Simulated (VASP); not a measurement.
Given:

```yaml
crystal:
  lattice:
    - [4.49234, 0.00000, 0.00000]
    - [0.00000, 4.49234, 0.00000]
    - [0.00000, 0.00000, 6.29720]
  atoms:
    - { symbol: Al, position: [0.00000, 0.00000, 0.00000] }
    - { symbol: In, position: [0.50000, 0.50000, 0.50000] }
    - { symbol: Sb, position: [0.00000, 0.50000, 0.23338] }
    - { symbol: Sb, position: [0.50000, 0.00000, 0.76662] }
```

The numbers are results of PBEsol GGA, VASP's PBE PAW potentials (set 64) (plane waves; VASP), not measurements. Numerical set-up: 400 eV cut-off, 5×5×3 Γ-centred mesh, Gaussian smearing of 0.050 eV, potentials Al In_d Sb.

Unless said otherwise, spin-orbit coupling is left out, though it shifts the bands of the heavy elements here.

Problem. Predict the energy per atom (σ→0), band gap (on the k-mesh) with the smallest direct gap where there is one.

Solution. 
| Item | Result |
|---|---|
| band gap (on the k-mesh) | 0.50 eV |
| smallest direct gap (on the k-mesh) | 0.50 eV |
| energy per atom (σ→0) | -398.1 kJ/mol of atoms |

Only differences to runs with the same potentials and settings are physical.

The structure comes from a computed database's AlInSb2 entry (P-4m2); how it stands against other phases isn't given here. It was relaxed first. The start is the result of an earlier pass.
